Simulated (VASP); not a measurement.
```yaml
crystal:
  lattice:
    - [0.00000, 2.99072, 2.99072]
    - [2.99072, 0.00000, 2.99072]
    - [2.99072, 2.99072, 0.00000]
  atoms:
    - { symbol: In, position: [0.00000, 0.00000, 0.00000] }
    - { symbol: P, position: [0.25000, 0.25000, 0.25000] }
```

These are vdW-DF2, VASP's PBE PAW potentials (set 64) (plane waves; VASP 6.6.1) values and carry that method's errors. Numerical set-up: 520 eV cut-off, 10×10×10 Γ-centred mesh, first-order Methfessel-Paxton smearing of 0.10 eV, potentials In_d P.

Unless said otherwise, spin-orbit coupling is left out, though it shifts the bands of the heavy elements here.

Q: Predict the energy per atom (σ→0), pressure, band gap (on the k-mesh) with the smallest direct gap where there is one.

A: 
- band gap (on the k-mesh) = 0.16 eV
- smallest direct gap (on the k-mesh) = 0.16 eV
- energy per atom (σ→0) = -1.594 eV/atom
- pressure = 3.35 GPa

Only differences to runs with the same potentials and settings are physical.

The compound is InP in the zinc blende structure. This cell is one point of a volume scan, at 0.94 of the reference volume.
